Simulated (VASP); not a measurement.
# Zn2P with PW91 + D4: from relaxation to properties, part 4 of 5

Wanted: the relaxed cell of Zn2P and its properties. The cell is invented: other elements were put on sites of a known structure type. It may not be a known or stable phase.

VASP 6.6.1; PW91 with D4; plane waves and PAW (Zn, P); invented cell.

Still holding for the runs below: This run has no spin polarisation. Its electron count is odd, so without a moment it is a metal by construction. The k-mesh is coarse for a metal.

So far. Step 5 (Bands along the symmetry lines (PW91 + D4)): Of the bands kept, 2 cross the Fermi level on this path. Step 6 (Density of states (PW91 + D4)): The finer mesh and the other smearing move the Fermi level by -0.05 eV from the 6×6×5 run, one measure of the sampling error in the zero of the bands above.

## (7) Field gradients at the nuclei (PW91 + D4)

Field gradients probe how far the charge around each nucleus departs from cubic symmetry; LASPH keeps the non-spherical terms inside the spheres.

File INCAR:

```
SYSTEM = Zn2P
PREC = Accurate
ENCUT = 400
EDIFF = 1E-07
NELM = 100
ISMEAR = -1
SIGMA = 0.05
LREAL = .FALSE.
ALGO = Normal
GGA = 91
IVDW = 13
VDW_S6 = 1
VDW_S8 = 0.77283111
VDW_A1 = 0.39581542
VDW_A2 = 4.93405761
NBANDS = 20
LORBIT = 11
LWAVE = .FALSE.
LCHARG = .FALSE.
LEFG = .TRUE.
LASPH = .TRUE.
```

File POSCAR:

```
Zn2P
1.0
    3.7736185074      0.0000000000      0.0000000000
   -1.8868092538      3.2680495039      0.0000000000
    0.0000000000      0.0000000000      4.0348465336
Zn P
2 1
Direct
    0.3333333300      0.6666666700      0.2861473493
    0.6666666700      0.3333333300      0.7138526507
    0.0000000000      0.0000000000      0.0000000000
```

File KPOINTS:

```
Automatic mesh
0
Gamma
6 6 5
0 0 0
```

PAW data sets: Zn and P (PBE family, release 64).

Started as:

```sh
mpirun -np 1 vasp_std
```

Output:

```text
[... set-up lines as in an earlier step ...]
 entering main loop
       N       E                     dE             d eps       ncg     rms          rms(c)
[... 1 cycle as in an earlier step ...]
DAV:   2    -0.700550742457E+00   -0.13002E+03   -0.12615E+03  1104   0.297E+02
DAV:   3    -0.792216643344E+01   -0.72216E+01   -0.71633E+01  1252   0.756E+01
DAV:   4    -0.802744069121E+01   -0.10527E+00   -0.10519E+00  1192   0.876E+00
DAV:   5    -0.802872476335E+01   -0.12841E-02   -0.12840E-02  1240   0.948E-01    0.598E+00
DAV:   6    -0.736421982886E+01    0.66450E+00   -0.20591E+00  1452   0.344E+01    0.460E+00
DAV:   7    -0.735384664301E+01    0.10373E-01   -0.50153E-01  1216   0.686E+00    0.215E+00
DAV:   8    -0.734865744108E+01    0.51892E-02   -0.95163E-03  1208   0.824E-01    0.800E-01
DAV:   9    -0.734765069203E+01    0.10067E-02   -0.14511E-03  1252   0.354E-01    0.104E-01
DAV:  10    -0.734767394256E+01   -0.23251E-04   -0.19640E-04  1224   0.139E-01    0.440E-02
DAV:  11    -0.734768306262E+01   -0.91201E-05   -0.19286E-05  1212   0.429E-02    0.528E-03
DAV:  12    -0.734768325751E+01   -0.19489E-06   -0.49732E-06  1228   0.325E-02    0.343E-03
DAV:  13    -0.734768309296E+01    0.16455E-06   -0.35143E-07  1164   0.104E-02    0.769E-04
DAV:  14    -0.734768304580E+01    0.47159E-07   -0.53481E-08   676   0.255E-03
ion   1
     0.0000000    -0.0000000    -0.0000000     1.3292937    -0.0000000    -0.0000015
     0.0000468    -0.0000000    -0.0000000     1.3292937    -0.0000000    -0.0000015
     0.0000645    -0.0000000    -0.0000000     1.3292937    -0.0000000    -0.0000015
     0.0000888    -0.0000000    -0.0000000     1.3292936    -0.0000000    -0.0000015
     0.0001223    -0.0000000    -0.0000000     1.3292935    -0.0000000    -0.0000015

     0.0000000    -0.0000001    -0.0000000   -27.7936407    -0.0000000    -0.0000134
     0.0000468    -0.0000001    -0.0000000   -27.7926219    -0.0000000    -0.0000134
     0.0000645    -0.0000001    -0.0000000   -27.7920237    -0.0000000    -0.0000134
     0.0000888    -0.0000001    -0.0000000   -27.7910381    -0.0000000    -0.0000134
     0.0001223    -0.0000001    -0.0000000   -27.7894219    -0.0000000    -0.0000134

ion   2
     0.0000000    -0.0000000    -0.0000000     1.3292937    -0.0000000    -0.0000015
     0.0000468    -0.0000000    -0.0000000     1.3292937    -0.0000000    -0.0000015
     0.0000645    -0.0000000    -0.0000000     1.3292937    -0.0000000    -0.0000015
     0.0000888    -0.0000000    -0.0000000     1.3292936    -0.0000000    -0.0000015
     0.0001223    -0.0000000    -0.0000000     1.3292935    -0.0000000    -0.0000015

     0.0000000    -0.0000001    -0.0000000   -27.7936407    -0.0000000    -0.0000134
     0.0000468    -0.0000001    -0.0000000   -27.7926219    -0.0000000    -0.0000134
     0.0000645    -0.0000001    -0.0000000   -27.7920237    -0.0000000    -0.0000134
     0.0000888    -0.0000001    -0.0000000   -27.7910381    -0.0000000    -0.0000134
     0.0001223    -0.0000001    -0.0000000   -27.7894219    -0.0000000    -0.0000134

ion   3
     0.0000000    -0.0000000     0.0000000    -2.8297327    -0.0000000    -0.0000001
     0.0000365    -0.0000000     0.0000000    -2.8297327    -0.0000000    -0.0000001
     0.0000503    -0.0000000     0.0000000    -2.8297327    -0.0000000    -0.0000001
     0.0000692    -0.0000000     0.0000000    -2.8297327    -0.0000000    -0.0000001
     0.0000953    -0.0000000     0.0000000    -2.8297327    -0.0000000    -0.0000001

     0.0000000    -0.0000000     0.0000000   -37.4024596    -0.0000000    -0.0000019
     0.0000365    -0.0000000     0.0000000   -37.4023761    -0.0000000    -0.0000019
     0.0000503    -0.0000000     0.0000000   -37.4023248    -0.0000000    -0.0000019
     0.0000692    -0.0000000     0.0000000   -37.4022395    -0.0000000    -0.0000019
     0.0000953    -0.0000000     0.0000000   -37.4020984    -0.0000000    -0.0000019

   1 F= -.82109327E+01 E0= -.82077477E+01  d E =-.636988E-02
```

Elapsed: 57 s, on 1 MPI rank of AMD EPYC 7R43, shared host; peak memory 0.12 GiB.

OUTCAR, selected parts (step 7):

```text
   NELECT =      29.0000    total number of electrons

 E-fermi :   4.0310

 k-point     1 :       0.0000    0.0000    0.0000
  band No.  band energies     occupation
    ...
     11      -3.1032      2.00000
     12       1.3287      2.00000
     13       1.6401      2.00000
     14       3.8208      1.97055
     15       3.8208      1.97055
     16       6.9990      0.00000
     17       7.3887      0.00000
     18       7.3887      0.00000
     19      11.0014      0.00000
     20      13.9174      0.00000

  DFT-D4 for vdW energy calculation

  Edisp (eV):   -0.86325

  Total       0.03434     0.03434    -0.01427    -0.00000    -0.00000    -0.00000
  in kB       1.10569     1.10569    -0.45934    -0.00000    -0.00000    -0.00000
  external pressure =        0.58 kB  Pullay stress =        0.00 kB

 POSITION                                       TOTAL-FORCE (eV/Angst)
 -----------------------------------------------------------------------------------
     -0.00000      2.17870      1.15456        -0.000000      0.000000      0.002436
      1.88681      1.08935      2.88029         0.000000     -0.000000     -0.002436
      0.00000      0.00000      0.00000         0.000000      0.000000      0.000000
 -----------------------------------------------------------------------------------
    total drift:                               -0.000000      0.000000      0.000000

  FREE ENERGIE OF THE ION-ELECTRON SYSTEM (eV)
  ---------------------------------------------------
  free  energy   TOTEN  =        -8.2109326502 eV

  energy  without entropy=       -8.2045627667  energy(sigma->0) =       -8.20774771

 Electric field gradients after diagonalization (V/A^2)
 (convention: |V_zz| > |V_xx| > |V_yy|)
----------------------------------------------------------------------
 ion       V_xx      V_yy      V_zz     asymmetry (V_yy - V_xx)/ V_zz
----------------------------------------------------------------------
   1     -17.410   -17.397    34.807       0.000
   2     -17.410   -17.397    34.807       0.000
   3     -23.229   -23.228    46.457       0.000
----------------------------------------------------------------------

[... 8 parts as in an earlier step ...]

[... 9 further parts left out ...]
```

Numbers from this step:

```yaml
scf_cycles: 14
bands: 20
irreducible_k_points: 27
free_energy_toten: -8.211 eV
energy_at_zero_smearing: -8.208 eV
fermi_energy: 4.031 eV
pressure: 0.05840 GPa
```

Electric field gradients, by row:

```
atom  Vxx (V/Å²)  Vyy (V/Å²)  Vzz (V/Å²)  asymmetry
 Zn1      -17.41       -17.4       34.81          0
 Zn2      -17.41       -17.4       34.81          0
  P3      -23.23      -23.23       46.46          0
```

The largest gradient, 46.46 V/Å², sits on P3; the stable nuclei of P have no quadrupole moment in their ground state, so NMR and NQR don't see it.

## (8) Volume scan with PW91 + D4

An equation of state needs energies on both sides of the minimum, all on one mesh and cutoff.

Changes to INCAR since step 7:

```diff
@@ -3,3 +3,3 @@
 ENCUT = 400
-EDIFF = 1E-07
+EDIFF = 1E-06
 NELM = 100
@@ -19,3 +19,2 @@
 LCHARG = .FALSE.
-LEFG = .TRUE.
-LASPH = .TRUE.
+ISIF = 2
```

File POSCAR:

```
Zn2P
1.0
    3.6965842694      0.0000000000      0.0000000000
   -1.8482921348      3.2013358966      0.0000000000
    0.0000000000      0.0000000000      3.9524796151
Zn P
2 1
Direct
    0.3333333300      0.6666666700      0.2861473493
    0.6666666700      0.3333333300      0.7138526507
    0.0000000000      0.0000000000      0.0000000000
```

KPOINTS is that of step 7.

Started as:

```sh
mpirun -np 1 vasp_std
```

Output:

```text
[... set-up lines as in an earlier step ...]
 entering main loop
       N       E                     dE             d eps       ncg     rms          rms(c)
DAV:   1     0.133265847191E+03    0.13327E+03   -0.12094E+04  1080   0.166E+03
DAV:   2    -0.547818636634E+00   -0.13381E+03   -0.12974E+03  1096   0.303E+02
DAV:   3    -0.785414193458E+01   -0.73063E+01   -0.72483E+01  1276   0.776E+01
DAV:   4    -0.795475297656E+01   -0.10061E+00   -0.10054E+00  1216   0.866E+00
DAV:   5    -0.795603489843E+01   -0.12819E-02   -0.12819E-02  1240   0.941E-01    0.675E+00
DAV:   6    -0.725673811225E+01    0.69930E+00   -0.21764E+00  1460   0.370E+01    0.515E+00
DAV:   7    -0.724294471532E+01    0.13793E-01   -0.55664E-01  1232   0.742E+00    0.243E+00
DAV:   8    -0.723726064230E+01    0.56841E-02   -0.10444E-02  1224   0.888E-01    0.883E-01
DAV:   9    -0.723615040364E+01    0.11102E-02   -0.14202E-03  1328   0.359E-01    0.991E-02
DAV:  10    -0.723617339137E+01   -0.22988E-04   -0.19729E-04  1212   0.141E-01    0.427E-02
DAV:  11    -0.723618171064E+01   -0.83193E-05   -0.17048E-05  1208   0.424E-02    0.538E-03
DAV:  12    -0.723618177785E+01   -0.67208E-07   -0.46528E-06  1200   0.304E-02
   1 F= -.81508975E+01 E0= -.81480269E+01  d E =-.574110E-02
```

It took 35 s on 1 MPI rank; peak memory 0.1 GiB.

OUTCAR, selected parts (step 8):

```text
   ENCUT  =  400.0 eV  29.40 Ry    5.42 a.u.   6.03  6.03  6.45*2*pi/ulx,y,z

   NELECT =      29.0000    total number of electrons

 E-fermi :   4.6042

 k-point     1 :       0.0000    0.0000    0.0000
  band No.  band energies     occupation
    ...
     11      -2.6793      2.00000
     12       1.8731      2.00000
     13       2.1354      2.00000
     14       4.4213      1.94978
     15       4.4213      1.94977
     16       7.6542      0.00000
     17       7.9262      0.00000
     18       7.9262      0.00000
     19      12.0039      0.00000
     20      14.9002      0.00000

  DFT-D4 for vdW energy calculation

  Edisp (eV):   -0.91472

  Total       1.78840     1.78840     1.46766    -0.00000    -0.00000     0.00000
  in kB      61.25950    61.25950    50.27289    -0.00000    -0.00000     0.00000
  external pressure =       57.60 kB  Pullay stress =        0.00 kB

 POSITION                                       TOTAL-FORCE (eV/Angst)
 -----------------------------------------------------------------------------------
     -0.00000      2.13422      1.13099        -0.000000      0.000000      0.213014
      1.84829      1.06711      2.82149         0.000000      0.000000     -0.213014
      0.00000      0.00000      0.00000        -0.000000      0.000000      0.000000
 -----------------------------------------------------------------------------------
    total drift:                                0.000000     -0.000000     -0.000000

  FREE ENERGIE OF THE ION-ELECTRON SYSTEM (eV)
  ---------------------------------------------------
  free  energy   TOTEN  =        -8.1508974563 eV

  energy  without entropy=       -8.1451563566  energy(sigma->0) =       -8.14802691

[... 3 parts as in an earlier step ...]

[... 13 further parts left out ...]
```

The scan keeps the cell's shape and the fractional positions fixed.

This step gave:

| Item | Value |
| --- | --- |
| SCF cycles | 12 |
| free energy (TOTEN) | -8.151 eV |
| energy at zero smearing | -8.148 eV |
| Fermi energy | 4.604 eV |
| pressure | 5.760 GPa |

Force by atom:

```
atom  x (eV/Å)  y (eV/Å)  z (eV/Å)   size
 Zn1     0.000     0.000     0.213  0.213
 Zn2     0.000     0.000    -0.213  0.213
  P3     0.000     0.000     0.000  0.000
```

The pressure here is 5.76 GPa.

## (9) Volume scan with PW91 + D4 (run 2)

INCAR is that of step 8.

File POSCAR:

```
Zn2P
1.0
    3.7226174107      0.0000000000      0.0000000000
   -1.8613087055      3.2238812584      0.0000000000
    0.0000000000      0.0000000000      3.9803148957
Zn P
2 1
Direct
    0.3333333300      0.6666666700      0.2861473493
    0.6666666700      0.3333333300      0.7138526507
    0.0000000000      0.0000000000      0.0000000000
```

KPOINTS is that of step 8.

Started as:

```sh
mpirun -np 1 vasp_std
```

Output:

```text
[... set-up lines as in an earlier step ...]
 entering main loop
       N       E                     dE             d eps       ncg     rms          rms(c)
DAV:   1     0.132204013603E+03    0.13220E+03   -0.12003E+04  1080   0.163E+03
DAV:   2    -0.360443674630E+00   -0.13256E+03   -0.12806E+03  1088   0.302E+02
DAV:   3    -0.787802700264E+01   -0.75176E+01   -0.74516E+01  1260   0.785E+01
DAV:   4    -0.799008179781E+01   -0.11205E+00   -0.11196E+00  1208   0.888E+00
DAV:   5    -0.799141525373E+01   -0.13335E-02   -0.13333E-02  1240   0.963E-01    0.647E+00
DAV:   6    -0.730487902482E+01    0.68654E+00   -0.21326E+00  1448   0.361E+01    0.495E+00
DAV:   7    -0.729240184023E+01    0.12477E-01   -0.53778E-01  1212   0.723E+00    0.233E+00
DAV:   8    -0.728690664626E+01    0.54952E-02   -0.10128E-02  1224   0.865E-01    0.854E-01
DAV:   9    -0.728583551143E+01    0.10711E-02   -0.14201E-03  1284   0.357E-01    0.101E-01
DAV:  10    -0.728585914267E+01   -0.23631E-04   -0.19758E-04  1220   0.140E-01    0.433E-02
DAV:  11    -0.728586770535E+01   -0.85627E-05   -0.17144E-05  1204   0.434E-02    0.530E-03
DAV:  12    -0.728586783123E+01   -0.12588E-06   -0.50134E-06  1180   0.325E-02
   1 F= -.81827973E+01 E0= -.81799208E+01  d E =-.575299E-02
```

The job ended after 33 s (1 MPI rank; peak memory 0.11 GiB).

Parts of OUTCAR (step 9):

```text
   ENCUT  =  400.0 eV  29.40 Ry    5.42 a.u.   6.07  6.07  6.49*2*pi/ulx,y,z

   NELECT =      29.0000    total number of electrons

 E-fermi :   4.4047

 k-point     1 :       0.0000    0.0000    0.0000
  band No.  band energies     occupation
    ...
     11      -2.8253      2.00000
     12       1.6854      2.00000
     13       1.9627      2.00000
     14       4.2124      1.95810
     15       4.2124      1.95810
     16       7.4258      0.00000
     17       7.7402      0.00000
     18       7.7402      0.00000
     19      11.6612      0.00000
     20      14.5553      0.00000

  DFT-D4 for vdW energy calculation

  Edisp (eV):   -0.89693

  Total       1.15153     1.15153     0.92951    -0.00000     0.00000     0.00000
  in kB      38.62254    38.62254    31.17584    -0.00000     0.00000     0.00000
  external pressure =       36.14 kB  Pullay stress =        0.00 kB

 POSITION                                       TOTAL-FORCE (eV/Angst)
 -----------------------------------------------------------------------------------
     -0.00000      2.14925      1.13896        -0.000000      0.000000      0.138170
      1.86131      1.07463      2.84136         0.000000      0.000000     -0.138170
      0.00000      0.00000      0.00000        -0.000000      0.000000      0.000000
 -----------------------------------------------------------------------------------
    total drift:                                0.000000     -0.000000      0.000000

  FREE ENERGIE OF THE ION-ELECTRON SYSTEM (eV)
  ---------------------------------------------------
  free  energy   TOTEN  =        -8.1827972917 eV

  energy  without entropy=       -8.1770442997  energy(sigma->0) =       -8.17992080

[... 3 parts as in an earlier step ...]

[... 13 further parts left out ...]
```

This step gave:

```
free energy (TOTEN)     : -8.183 eV
energy at zero smearing : -8.180 eV
Fermi energy            : 4.405 eV
pressure                : 3.614 GPa
```

Force by atom:

```
atom  x (eV/Å)  y (eV/Å)  z (eV/Å)   size
 Zn1     0.000     0.000     0.138  0.138
 Zn2     0.000     0.000    -0.138  0.138
  P3     0.000     0.000     0.000  0.000
```

The pressure falls from 5.76 to 3.61 GPa.

The run ends at a pressure of 3.61 GPa, with forces up to 0.14 eV/Å.

## (10) Volume scan with PW91 + D4 (run 3)

INCAR is that of step 9.

File POSCAR:

```
Zn2P
1.0
    3.7482914456      0.0000000000      0.0000000000
   -1.8741457229      3.2461156249      0.0000000000
    0.0000000000      0.0000000000      4.0077662107
Zn P
2 1
Direct
    0.3333333300      0.6666666700      0.2861473493
    0.6666666700      0.3333333300      0.7138526507
    0.0000000000      0.0000000000      0.0000000000
```

KPOINTS is that of step 9.

Started as:

```sh
mpirun -np 1 vasp_std
```

Output:

```text
[... set-up lines as in an earlier step ...]
 entering main loop
       N       E                     dE             d eps       ncg     rms          rms(c)
DAV:   1     0.130377417201E+03    0.13038E+03   -0.12015E+04  1080   0.162E+03
DAV:   2    -0.674904895715E+00   -0.13105E+03   -0.12720E+03  1100   0.298E+02
DAV:   3    -0.790650745932E+01   -0.72316E+01   -0.71576E+01  1224   0.765E+01
DAV:   4    -0.801400782876E+01   -0.10750E+00   -0.10739E+00  1200   0.885E+00
[...]
DAV:  10    -0.732230397675E+01   -0.24045E-04   -0.19801E-04  1204   0.139E-01    0.434E-02
DAV:  11    -0.732231272718E+01   -0.87504E-05   -0.17445E-05  1208   0.428E-02    0.510E-03
DAV:  12    -0.732231290694E+01   -0.17977E-06   -0.49979E-06  1176   0.326E-02
   1 F= -.82020969E+01 E0= -.81991078E+01  d E =-.597814E-02
```

The job ended after 44 s (1 MPI rank; peak memory 0.11 GiB).

From OUTCAR (step 10):

```text
  Edisp (eV):   -0.87978

  Total       0.55961     0.55961     0.42768    -0.00000     0.00000     0.00000
  in kB      18.38643    18.38643    14.05182    -0.00000     0.00000     0.00000
  external pressure =       16.94 kB  Pullay stress =        0.00 kB

 POSITION                                       TOTAL-FORCE (eV/Angst)
 -----------------------------------------------------------------------------------
     -0.00000      2.16408      1.14681         0.000000      0.000000      0.068877
      1.87415      1.08204      2.86095        -0.000000     -0.000000     -0.068877
      0.00000      0.00000      0.00000         0.000000      0.000000      0.000000
 -----------------------------------------------------------------------------------
    total drift:                                0.000000     -0.000000     -0.000000

  FREE ENERGIE OF THE ION-ELECTRON SYSTEM (eV)
  ---------------------------------------------------
  free  energy   TOTEN  =        -8.2020969027 eV

  energy  without entropy=       -8.1961187632  energy(sigma->0) =       -8.19910783

[... 1 part as in an earlier step ...]

[... 2 further parts left out ...]
[key lines of the parts left out:]
E-fermi :   4.2139
```

The pressure falls from 3.61 to 1.69 GPa.

The run ends at a pressure of 1.69 GPa, with forces up to 0.069 eV/Å.

## (11) Volume scan with PW91 + D4 (run 4)

INCAR is that of step 10.

File POSCAR:

```
Zn2P
1.0
    3.7736185074      0.0000000000      0.0000000000
   -1.8868092538      3.2680495039      0.0000000000
    0.0000000000      0.0000000000      4.0348465336
Zn P
2 1
Direct
    0.3333333300      0.6666666700      0.2861473493
    0.6666666700      0.3333333300      0.7138526507
    0.0000000000      0.0000000000      0.0000000000
```

KPOINTS is that of step 10.

Started as:

```sh
mpirun -np 1 vasp_std
```

Output:

```text
[... set-up lines as in an earlier step ...]
 entering main loop
       N       E                     dE             d eps       ncg     rms          rms(c)
[... 12 cycles as in an earlier step ...]
   1 F= -.82099251E+01 E0= -.82067312E+01  d E =-.638778E-02
```

It took 48 s on 1 MPI rank; peak memory 0.12 GiB.

From OUTCAR (step 11):

```text
  Edisp (eV):   -0.86325

[... 6 parts as in an earlier step ...]

[... 1 further part left out ...]
[key lines of the parts left out:]
E-fermi :   4.0307
```

The pressure falls from 1.69 to 0.00 GPa.

The run ends at a pressure of 0.00 GPa, with forces up to 0.0047 eV/Å.

(Continued in part 5 of 5.)

[Lines on the potential files, build, host, timing and source positions are cut from VASP's logs without a mark.]

[Logs are printed without paths, hosts, clocks, repeated set-up lines and the standing remarks that a program may print on its own settings, such as how far it seeks lower states.]

[Hosts, paths, dates, database ids (printed as entryN), source tags and the programs' standing remarks are cut or masked in the printed files.]

[A measured line is paired with the nearest computed mode of its activity, which favours agreement.]
